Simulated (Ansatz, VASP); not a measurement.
## Cross-check of V (V (Im-3m)) between VASP and Ansatz

Aim: how closely do two programs agree when they are given the same cell, functional and k mesh? The two relaxations start from unlike cells of this crystal (the structure described is Ansatz's start), so only their ends are compared.

Main program and level: Ansatz 0.2.0; plane waves, with VASP 6.6.1 beside it; relaxation of cell and atoms at PBEsol.

## Step 1: The structure

The structure is cubic, space group Im-3m (No. 229). Conventional cell: a = 3.029 Å, b = 3.029 Å, c = 3.029 Å, α = 90.00°, β = 90.00°, γ = 90.00°. Nearest to V lie 8 V at 2.62 Å.

As a file:

```cif
data_structure
_symmetry_space_group_name_H-M 'Im-3m'
_symmetry_Int_Tables_number 229
_cell_length_a 3.0287
_cell_length_b 3.0287
_cell_length_c 3.0287
_cell_angle_alpha 90.000
_cell_angle_beta 90.000
_cell_angle_gamma 90.000
_cell_volume 27.78
loop_
_atom_site_label
_atom_site_type_symbol
_atom_site_symmetry_multiplicity
_atom_site_Wyckoff_symbol
_atom_site_fract_x
_atom_site_fract_y
_atom_site_fract_z
_atom_site_occupancy
V1 V 2 a 0.00000 0.00000 0.00000 1
```

## Step 2: VASP: relaxation of cell and atoms, PBEsol

The relaxed volume is the usual yardstick between codes: in a stiff, nearly cubic crystal its relative difference is about their pressure difference at one cell divided by the bulk modulus.

Lines of VASP's logs that name or quote its potential files are left out, and so is its time.

Contents of INCAR:

```
SYSTEM = V
PREC = Accurate
ENCUT = 500
EDIFF = 1E-07
NELM = 120
ISMEAR = 1
SIGMA = 0.1
LREAL = .FALSE.
ALGO = Normal
GGA = PS
NBANDS = 12
LASPH = .TRUE.
LORBIT = 11
LWAVE = .FALSE.
LCHARG = .FALSE.
ISIF = 3
IBRION = 2
NSW = 80
EDIFFG = -0.005
GGA_COMPAT = .FALSE.
NELMIN = 4
```

Contents of POSCAR:

```
V
1.0
   -1.4795441005      1.4795441005      1.4795441005
    1.4795441005     -1.4795441005      1.4795441005
    1.4795441005      1.4795441005     -1.4795441005
V
1
Direct
    0.0000000000      0.0000000000      0.0000000000
```

Contents of KPOINTS:

```
Automatic mesh
0
Gamma
18 18 18
0 0 0
```

PAW data sets: V_sv (PBE family, release 64).

The run is started by

```
$ mpirun -np 1 vasp_std
```

Numbers of over 12 decimals in the logs are rounded to 6 here.

The log of the run:

```text
[banner, memory and clock lines left out]
running    1 mpi-ranks, on    1 nodes
 distrk:  each k-point on    1 cores,    1 groups
 distr:  one band on    1 cores,    1 groups

 POSCAR found type information on POSCAR V
 POSCAR found :  1 types and       1 ions
|                                                                             |
|               ----> ADVICE to this user running VASP <----                  |
|                                                                             |
|     You enforced a specific xc type in the INCAR file but a different       |
|     [... a line on the potential file left out ...]
|     I HOPE YOU KNOW WHAT YOU ARE DOING!                                     |
|                                                                             |

 LDA part: xc-table for (Slater+PW92), standard interpolation
 POSCAR, INCAR and KPOINTS ok, starting setup
 FFT: planning ... GRIDC
 FFT: planning ... GRID_SOFT
 FFT: planning ... GRID
 WAVECAR not read
 entering main loop
       N       E                     dE             d eps       ncg     rms          rms(c)
DAV:   1     0.874101608139E+02    0.87410E+02   -0.68019E+03  4688   0.115E+03
DAV:   2    -0.985847079796E+01   -0.97269E+02   -0.94341E+02  4804   0.326E+02
DAV:   3    -0.111297123401E+02   -0.12712E+01   -0.12668E+01  5168   0.433E+01
DAV:   4    -0.111359972840E+02   -0.62849E-02   -0.62848E-02  5076   0.323E+00
DAV:   5    -0.111360690094E+02   -0.71725E-04   -0.71726E-04  5088   0.326E-01    0.204E+01
DAV:   6    -0.966650736038E+01    0.14696E+01   -0.32650E+00  4872   0.302E+01    0.202E+00
DAV:   7    -0.964446308263E+01    0.22044E-01   -0.29084E-02  4920   0.204E+00    0.112E+00
DAV:   8    -0.963493881494E+01    0.95243E-02   -0.48341E-03  4940   0.106E+00    0.646E-02
DAV:   9    -0.963498114655E+01   -0.42332E-04   -0.15098E-04  4796   0.183E-01    0.480E-02
DAV:  10    -0.963498693871E+01   -0.57922E-05   -0.74150E-06  5052   0.421E-02    0.496E-03
DAV:  11    -0.963498700649E+01   -0.67789E-07   -0.86747E-07  4896   0.156E-02
   1 F= -.96349870E+01 E0= -.96348716E+01  d E =-.963499E+01
 curvature:   0.00 expect dE= 0.000E+00 dE for cont linesearch  0.000E+00
 trial: gam= 0.00000 g(F)=  0.410E-62 g(S)=  0.203E-04 ort = 0.000E+00 (trialstep = 0.100E+01)
 search vector abs. value=  0.203E-04
 bond charge predicted
       N       E                     dE             d eps       ncg     rms          rms(c)
DAV:   1    -0.963564122728E+01   -0.65429E-03   -0.10489E-02  4684   0.175E+00    0.293E-01
DAV:   2    -0.963498968767E+01    0.65154E-03   -0.16187E-03  4708   0.670E-01    0.586E-02
DAV:   3    -0.963498256554E+01    0.71221E-05   -0.88226E-06  4896   0.388E-02    0.325E-02
DAV:   4    -0.963497943534E+01    0.31302E-05   -0.56909E-06  4896   0.276E-02    0.179E-03
DAV:   5    -0.963497935308E+01    0.82256E-07   -0.49204E-08  3264   0.321E-03
   2 F= -.96349794E+01 E0= -.96348617E+01  d E =0.765341E-05
 trial-energy change:    0.000008  1 .order    0.000006   -0.000020    0.000032
 step:   0.3396(harm=  0.3906)  dis= 0.00000  next Energy=    -9.634990 (dE=-0.337E-05)
 bond charge predicted
       N       E                     dE             d eps       ncg     rms          rms(c)
DAV:   1    -0.963527894637E+01   -0.29951E-03   -0.45838E-03  4684   0.116E+00    0.193E-01
DAV:   2    -0.963499463513E+01    0.28431E-03   -0.71163E-04  4708   0.443E-01    0.386E-02
DAV:   3    -0.963499124653E+01    0.33886E-05   -0.38990E-06  4876   0.260E-02    0.212E-02
DAV:   4    -0.963498956960E+01    0.16769E-05   -0.25031E-06  4908   0.184E-02    0.121E-03
DAV:   5    -0.963498965083E+01   -0.81224E-07   -0.21916E-08  2812   0.216E-03
   3 F= -.96349897E+01 E0= -.96348735E+01  d E =-.264433E-05
 curvature:  -0.19 expect dE=-0.109E-08 dE for cont linesearch -0.109E-08
 trial: gam= 0.00000 g(F)=  0.113E-61 g(S)=  0.565E-08 ort =-0.338E-06 (trialstep = 0.868E+00)
 search vector abs. value=  0.575E-08
 reached required accuracy - stopping structural energy minimisation
```

Parts of OUTCAR (step 2):

```text
ion  position               nearest neighbor table
   1  0.000  0.000  0.000-

  LATTYP: Found a body centered cubic cell.
 ALAT       =     2.9590882010

 Subroutine GETGRP returns: Found 48 space group operations
 (whereof 48 operations were pure point group operations)

The static configuration has the point symmetry O_h .

 Found    195 irreducible k-points:

   k-points           NKPTS =    195   k-points in BZ     NKDIM =    195   number of bands    NBANDS=     12

   dimension x,y,z NGX =    20 NGY =   20 NGZ =   20
   dimension x,y,z NGXF=    40 NGYF=   40 NGZF=   40

   ENCUT  =  500.0 eV  36.75 Ry    6.06 a.u.   4.67  4.67  4.67*2*pi/ulx,y,z

   NELECT =      13.0000    total number of electrons

 k-points in reciprocal lattice and weights: Automatic mesh
   0.00000000  0.00000000  0.00000000       0.000
   0.05555556  0.00000000  0.00000000       0.002
   0.11111111  0.00000000  0.00000000       0.002
   0.16666667  0.00000000  0.00000000       0.002
   0.22222222  0.00000000  0.00000000       0.002
   0.27777778  0.00000000  0.00000000       0.002
   0.33333333  0.00000000  0.00000000       0.002
   0.38888889  0.00000000  0.00000000       0.002
   0.44444444  0.00000000  0.00000000       0.002
[...]
0.50000000  0.50000000  0.44444444       0.002
   0.50000000  0.50000000  0.50000000       0.000

 average (electrostatic) potential at core
       1 -69.4332

 E-fermi :  10.0594

 k-point     1 :       0.0000    0.0000    0.0000
  band No.  band energies     occupation
      1     -53.3679      2.00000
      2     -26.7002      2.00000
      3     -26.7002      2.00000
      4     -26.7002      2.00000
      5       3.3803      2.00000
      6      10.4818     -0.00000
      7      10.4818     -0.00000
      8      10.4818     -0.00000
      9      12.5886      0.00000
     10      12.5886      0.00000
    ...

 k-point     2 :       0.0556    0.0000    0.0000
  band No.  band energies     occupation
      1     -53.3609      2.00000
      2     -26.7329      2.00000
      3     -26.7101      2.00000
      4     -26.7005      2.00000
      5       3.5103      2.00000
      6      10.4248     -0.00000
      7      10.4701     -0.00000
      8      10.5762     -0.00000
      9      12.5216      0.00000
     10      12.5921      0.00000
    ...

 k-point     3 :       0.1111    0.0000    0.0000
  band No.  band energies     occupation
      1     -53.3408      2.00000
      2     -26.8264      2.00000
      3     -26.7384      2.00000
      4     -26.7013      2.00000
      5       3.8888      2.00000
      6      10.2641     -0.01368
      7      10.4167     -0.00001
      8      10.8537     -0.00000
      9      12.3674      0.00000
     10      12.6049      0.00000
    ...

  Total        0.0001975      0.0001975      0.0001975     -0.0000000      0.0000000     -0.0000000
  in kB        0.0244400      0.0244400      0.0244400     -0.0000000      0.0000000     -0.0000000
  external PRESSURE =       0.0244400 kB  Pullay stress =       0.0000000 kB

  energy-cutoff  :      500.00
  volume of cell :       12.95
      direct lattice vectors                 reciprocal lattice vectors
    -1.479257046  1.479257046  1.479257046     0.000000000  0.338007516  0.338007516
     1.479257046 -1.479257046  1.479257046     0.338007516  0.000000000  0.338007516
     1.479257046  1.479257046 -1.479257046     0.338007516  0.338007516  0.000000000

 POSITION                                       TOTAL-FORCE (eV/Angst)
 -----------------------------------------------------------------------------------
      0.00000      0.00000      0.00000        -0.000000      0.000000     -0.000000
 -----------------------------------------------------------------------------------
    total drift:                                0.000000     -0.000000      0.000000

  FREE ENERGIE OF THE ION-ELECTRON SYSTEM (eV)
  ---------------------------------------------------
  free  energy   TOTEN  =        -9.6349896508 eV

  energy  without entropy=       -9.6346411101  energy(sigma->0) =       -9.63487347

 reached required accuracy - stopping structural energy minimisation

 total charge
# of ion       s       p       d       tot
------------------------------------------
    1        2.356   6.236   3.138  11.729

[... 3 further parts left out ...]
```

This run has no spin polarisation, so a moment on V, if there is one, isn't seen. Its electron count is odd, so without a moment it is a metal by construction.

## Step 3: Ansatz: relaxation of cell and atoms, PBEsol

Ansatz runs on its default PAW (the set named soft_2) files.

Its own start cell and the same functional, mesh and smearing now go to Ansatz.

Contents of input.yaml:

```yaml
crystal:
  lattice:
    - [-1.51435, 1.51435, 1.51435]
    - [1.51435, -1.51435, 1.51435]
    - [1.51435, 1.51435, -1.51435]
  atoms:
    - { symbol: V, position: [0.0, 0.0, 0.0] }
basis:
  ecutwfc: 420
  xc_grid: 2
hamiltonian:
  xc: pbesol
kpoints:
  mp_grid: { grid: [18, 18, 18] }
scf:
  occupations: { method: methfessel_paxton, width: 0.1 }
  max_iter: 120
relax:
  f_tol: 0.005
  max_steps: 60
  cell: {}
output:
  forces: true
  stress: true
checkpoint:
  write: "../cell.run"
  compress: false
  write_wavefunctions: false
  write_every: 100000
```

The run is started by

```
$ ansatz run input.yaml --threads 4 --pin off --max-ram 7536MiB --backend cpu --events-out ev --progress --plain --runs-dir out
```

The log of the run:

```text
Engine: ansatz 0.2.0, x86_64-unknown-linux-gnu
Pseudopotentials: kind: paw
Pseudopotential: V, paw, valence charge 13, recommended cutoff 420 eV (normal), V.paw.azcp
Functional definition: PBEsol
  exchange = pbesol_x
  correlation = pbesol_c
Crystal: 1 atoms, lattice volume = 13.891 Å³
Basis set: ecut = 420 eV, 249 PW (Γ), exchange–correlation on 36×36×36 points (8 copies of the dense FFT grid, shifted against one another)
Bands: 11, of which v1, the nominal top of the filled ones, is band 7 counted from 1 (6 counted from 0)
Symmetry: 48 space group operations
Space group: Im-3m (ITA 229), of the structure as read, at distance tolerance 2.4e-5 Å
k-points: 195 of 5832
Non-local potential: V, projectors of the file, l = 0: 3, l = 1: 2, l = 2: 3, l = 3: 1
PAW form: soft (Blöchl's): semilocal exchange-correlation on the pseudo side does not see the compensation charge
PAW frozen core: V, regenerated for the run's functional, and the local potential with it (the file was generated under x = pbe(κ = 0.804, μ = 0.219515), c = pbe(β = 0.066725))
PAW one-centre angular grid: V, 590 points (default); XC on 64 Gauss nodes
Initial density: superposition of atomic densities (neutral atoms: chi_scale 0, normalization atom), corrected by the library's trained network
Initial wavefunctions: pseudopotential atomic-orbital guess
Functional: x = pbesol(κ = 0.804, μ = 0.123457), c = pbesol(β = 0.046)
SCF iter   1: F=—  HF=-2885.254611 eV  |F-HF|=—  |Δ(HF+E_count)|=         —  Δρ=1.01e-2  dr2=9.14e-3  ethr=1.77e-3  ⟨swp⟩=4.0  Hψ=10780  notcnv=0
preconditioner: auto → none  [metal: Δε(μ)=0.003 eV  Ē_g=6.569 eV  σ=0.100 eV  W_gap=0.02  n_scr=0 (ndim 8)  ℏωp=22.3 eV  f_vac=0.000  D(μ)=1.71/eV (n_scr^D=18)]
SCF iter   2: F=—  HF=-2885.252589 eV  |F-HF|=—  |Δ(HF+E_count)|=   2.02e-3  S|Δr|=    0.00e0  Δρ=4.59e-3  dr2=2.08e-3  ethr=7.03e-5  ⟨swp⟩=3.0  Hψ=5719  notcnv=0  defer=39
SCF iter   3: F=—  HF=-2885.251970 eV  |F-HF|=—  |Δ(HF+E_count)|=   6.19e-4  S|Δr|=    0.00e0  Δρ=1.66e-3  dr2=8.71e-5  ethr=1.60e-5  ⟨swp⟩=2.7  Hψ=3207  notcnv=0  defer=39
SCF iter   4: F=—  HF=-2885.251972 eV  |F-HF|=—  |Δ(HF+E_count)|=   1.93e-6  S|Δr|=    0.00e0  Δρ=6.87e-5  dr2=2.30e-7  ethr=6.70e-7  ⟨swp⟩=1.0  Hψ=2103  notcnv=0  defer=39
SCF iter   5: F=-2885.251972 eV  HF=-2885.251972 eV  |F-HF|=3.74e-9  |Δ(HF+E_count)|=   6.16e-8  S|Δr|=    0.00e0  Δρ=9.40e-6  dr2=7.54e-9  ethr=7.69e-10  ⟨swp⟩=3.6  Hψ=5626  notcnv=0
SCF 1 converged in 5 iterations: F = -2885.251972 eV  dr2 = 7.54e-9
  greatest PAW one-centre occupation: 1.000 electrons in one spin orbital (limit 2), on the V atom at site 0 (counted from 0), in its partial waves of l = 0
relax step   1: F+E_penalty+E_count = -2885.25197189 eV  Δ(F+E_penalty+E_count) = +0.000e0 eV  max|allowed force component| = 0.000e0 eV/Å  Δτ_max = 0.0000 Å  P = -12.290 GPa  Ω = 13.891 Å³  (5 SCF iters, dr2 threshold 1.00e-7 eV, accepted)
[...]
relax step   2: F+E_penalty+E_count = -2885.28959963 eV  Δ(F+E_penalty+E_count) = -3.763e-2 eV  max|allowed force component| = 0.000e0 eV/Å  Δτ_max = 0.0000 Å  P = +2.630 GPa  Ω = 12.773 Å³  energy of the carried Pulay correction = +4.538e-4 eV  (5 SCF iters, dr2 threshold 1.00e-7 eV, accepted)
[...]
relax step   3: F+E_penalty+E_count = -2885.29087042 eV  Δ(F+E_penalty+E_count) = -1.271e-3 eV  max|allowed force component| = 0.000e0 eV/Å  Δτ_max = 0.0000 Å  P = -0.248 GPa  Ω = 12.957 Å³  energy of the carried Pulay correction = +3.766e-4 eV  (5 SCF iters, dr2 threshold 1.00e-7 eV, accepted)
[...]
relax step   4: F+E_penalty+E_count = -2885.29088977 eV  Δ(F+E_penalty+E_count) = -1.934e-5 eV  max|allowed force component| = 0.000e0 eV/Å  Δτ_max = 0.0000 Å  P = -0.003 GPa  Ω = 12.941 Å³  energy of the carried Pulay correction = +3.833e-4 eV  (3 SCF iters, dr2 threshold 1.00e-7 eV, accepted)
[...]
relax step   5: F+E_penalty+E_count = -2885.29054250 eV  Δ(F+E_penalty+E_count) = +3.473e-4 eV  max|allowed force component| = 0.000e0 eV/Å  Δτ_max = 0.0000 Å  P = -0.007 GPa  Ω = 12.941 Å³  stress off target by 7.33e-3 GPa  SCF on the basis re-selected at this cell (its energy is not comparable with the rows above)  (5 SCF iters)
basis re-selected at this cell: Δ(F+E_penalty+E_count) = +3.473e-4 eV, ΔP = -0.005 GPa vs the last step (what re-selecting the basis moved, of the pressure what is left beyond the Pulay correction that the steps carried, after the strain that the cell walked since its last selection, with what the two solves' SCF thresholds leave and, on support functions, any second-order correction that the steps lacked; it is no measure of the basis error at this ecutwfc). This SCF's stress stands 7.33e-3 GPa from its target on what of the cell is left free (relax.cell.stress_tol is 5.00e-2 GPa) and its largest allowed force component is 0.00e0 eV/Å (relax.f_tol is 5.00e-3 eV/Å): [rest of the remark cut]
SCF converged after 5 iterations
Stability not checked: this state was not tested for a lower state beside it, because cold or Methfessel-Paxton smearing, or corrected tetrahedra, fill the levels in a way that the test cannot read (fill_not_monotonic; see scf.lower_state_search)
Free energy (F): -2885.290543 eV
Harris-Foulkes:  -2885.290543 eV  (|F-HF|=0.00e0)
Internal energy: -2885.290203 eV  (E = F + TS)
E sigma→0 (E₀):  -2885.290458 eV
Entropy (-TS):   -0.000339 eV (-0.339 meV/atom)
Fermi energy:    17.170000 eV
--- Per-component energies (eV) ---
  E_band       = -134.549031
  E_kinetic    = 337.394872
  E_local      = -866.040073  (includes V_loc(G=0)·N_el)
  E_nonlocal   = -43.843500
  E_hartree    = 400.477549
  E_xc         = -129.872142
  E_vxc        = -165.388860  (∫ρ·V_xc dr)
  E_paw        = -1086.559724  (= ΣΔE_a)
  E_vpaw       = -197.626804  (= ΣTr[D̂ρ^β])
  E_aug_tail   = 0.000281  (compensation charges beyond the density's cutoff)
  E_ewald      = -1496.997144
  E_core_change = 0.149679  (= ΣΔE_core)
  E_smearing   = -0.000339  (= −TS)
  E_closure    = 0.000000  (closes the sum)
  Σ components = -2885.290543   (vs F -2885.290543, Δ=0.00e0)
--- Forces (eV/Å), atoms counted from 1 ---
  atom   1  V      0.00000000    -0.00000000     0.00000000
  max |Σ_I F_I| component: 4.21e-32 eV/Å
--- Stress (GPa, compression-positive) ---
       -0.007335       0.000000      -0.000000
        0.000000      -0.007335       0.000000
        0.000000      -0.000000      -0.007335
  P = ⅓ Tr σ = -0.0073 GPa (-0.073 kbar)
--- Relaxed structure (4 steps of the walk, 4 accepted, 1 SCFs on fresh bases) ---
  F+E_penalty+E_count = -2885.29054250 eV   max|allowed force component| = 0.000e0 eV/Å   (the final SCF, on the basis selected at the relaxed cell)
  cell:  # Å, volume = 12.9408 Å³
    - [-1.478998, 1.478998, 1.478998]
    - [1.478998, -1.478998, 1.478998]
    - [1.478998, 1.478998, -1.478998]
  atoms:
    - { symbol: V, position: [0.0, 0.0, 0.0] }
```

Reading the cycles: dr2 is the Hartree energy of the density residual (eV), the measure of convergence; HF is the Harris–Foulkes estimate of the energy, which meets the free energy F at convergence.

## Step 4: Differences

Known differences besides the potentials themselves: the cutoff is 420 eV in Ansatz and 500 eV in VASP; Ansatz makes its cores anew for this functional, VASP keeps those of its PBE data sets; Ansatz adds a Pulay correction to the stress that steers its cell, VASP none. Total energies have different zeros and are not compared.

Both answers:

```tsv
quantity	Ansatz	VASP	difference
volume (Å³)	12.94	12.95	-0.05 %
edge a after relaxation, in the typed setting (Å)	2.562	2.562	-0.02 %
```

## Step 5: Outcome

| Quantity | Value |
| --- | --- |
| difference in volume (relaxation of cell and atoms, PBEsol) | -0.053 % |

The difference in volume is -0.053 % (relaxation of cell and atoms, PBEsol), within the 1.2 % picked in this series as the mark of a large difference, as far as the stopping tolerances let one tell. Such differences can come from data sets, numerical settings and the points named under the comparisons, not from the functional's error against experiment.

[Lines on the potential files, build, host, timing and source positions are cut from VASP's logs without a mark.]

[Logs are printed without paths, hosts, clocks, repeated set-up lines and the standing remarks that a program may print on its own settings, such as how far it seeks lower states.]

[Hosts, paths, dates, database ids (printed as entryN), source tags and the programs' standing remarks are cut or masked in the printed files.]
